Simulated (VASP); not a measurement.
All values below come from PBE GGA, VASP's PBE PAW potentials (set 64) (plane waves; VASP).

A VASP calculation is set up with these files.

**INCAR**
```
ALGO = Normal
EDIFF = 1E-6
ENCUT = 400
GGA = PE
ISIF = 2
ISMEAR = 1
LASPH = T
LCHARG = F
LMAXMIX = 6
LREAL = F
LWAVE = F
NELM = 100
PREC = Single
SIGMA = 0.1
SYSTEM = PtAl2
```

### KPOINTS
```
kpoints
0
gamma
  8 8 8
```

### POSCAR
```
PtAl2
1.0
  0.0000000000   3.0347510000   2.9283470000
  3.0015010000   0.0000000000   2.9283470000
  3.0015010000   3.0347510000   0.0000000000
Al Pt
2 1
Cartesian
  1.5007505000   1.5173755000   1.4641735000
  4.5022515000   4.5521265000   4.3925205000
  0.0904652401  -0.0000000000  -0.0000000000
```

POTCAR, in this order: Al Pt (PBE.64 set). Program: vasp_std.

The run wrote:

### OSZICAR
```
       N       E                     dE             d eps       ncg     rms          rms(c)
DAV:   1     0.398195945232E+02    0.39820E+02   -0.57250E+03  2352   0.900E+02
DAV:   2    -0.151872087832E+02   -0.55007E+02   -0.49562E+02  2756   0.166E+02
DAV:   3    -0.167354045667E+02   -0.15482E+01   -0.15270E+01  2852   0.274E+01
DAV:   4    -0.167490700230E+02   -0.13665E-01   -0.13654E-01  2720   0.305E+00
DAV:   5    -0.167492873860E+02   -0.21736E-03   -0.21735E-03  2880   0.402E-01    0.819E+00
DAV:   6    -0.163081897968E+02    0.44110E+00   -0.24868E+00  2600   0.153E+01    0.215E+00
DAV:   7    -0.162270873230E+02    0.81102E-01   -0.21244E-01  2488   0.466E+00    0.163E+00
DAV:   8    -0.161973754430E+02    0.29712E-01   -0.35288E-02  2556   0.185E+00    0.254E-01
DAV:   9    -0.161973526829E+02    0.22760E-04   -0.20234E-03  2736   0.431E-01    0.162E-01
DAV:  10    -0.161975004097E+02   -0.14773E-03   -0.37565E-04  2508   0.157E-01    0.223E-02
DAV:  11    -0.161975014061E+02   -0.99638E-06   -0.39193E-05  2656   0.613E-02    0.626E-03
DAV:  12    -0.161975031656E+02   -0.17595E-05   -0.44800E-06  2516   0.170E-02    0.371E-03
DAV:  13    -0.161975033543E+02   -0.18870E-06   -0.87300E-07  1860   0.657E-03
   1 F= -.16197503E+02 E0= -.16197461E+02  d E =-.128170E-03
```

**OUTCAR**
```
------------------------ aborting loop because EDIFF is reached ----------------------------------------
  FORCE on cell =-STRESS in cart. coord.  units (eV):
  Direction    XX          YY          ZZ          XY          YZ          ZX
  --------------------------------------------------------------------------------------
  Total       -0.6646268     -0.7478535     -0.2100660      0.0000000      0.0000000      0.0000000
  in kB      -19.9606357    -22.4601698     -6.3088784      0.0000000      0.0000000      0.0000000
  external PRESSURE =     -16.2432280 kB  Pullay stress =       0.0000000 kB
  volume of cell :       53.35
      direct lattice vectors                 reciprocal lattice vectors
     0.000000000  3.034751000  2.928347000    -0.166583319  0.164758163  0.170744792
     3.001501000  0.000000000  2.928347000     0.166583319 -0.164758163  0.170744792
     3.001501000  3.034751000  0.000000000     0.166583319  0.164758163 -0.170744792
 POSITION                                       TOTAL-FORCE (eV/Angst)
 -----------------------------------------------------------------------------------
      1.50075      1.51738      1.46417         0.340918      0.000000      0.000000
      4.50225      4.55213      4.39252         0.340918      0.000000     -0.000000
      0.09047      3.03475      2.92835        -0.681835      0.000000      0.000000
 -----------------------------------------------------------------------------------
    total drift:                                0.002557     -0.000042     -0.000068
  FREE ENERGIE OF THE ION-ELECTRON SYSTEM (eV)
  ---------------------------------------------------
  free  energy   TOTEN  =       -16.1975033543 eV

  energy  without entropy=      -16.1973751843  energy(sigma->0) =      -16.19746063
```
(Selected blocks of OUTCAR.)

The compound is PtAl2 in the fluorite structure. The cell was not relaxed at this level, atoms are displaced from their ideal sites. The run is one of a series of settings (PREC = Single against the base run), some of them coarse on purpose.
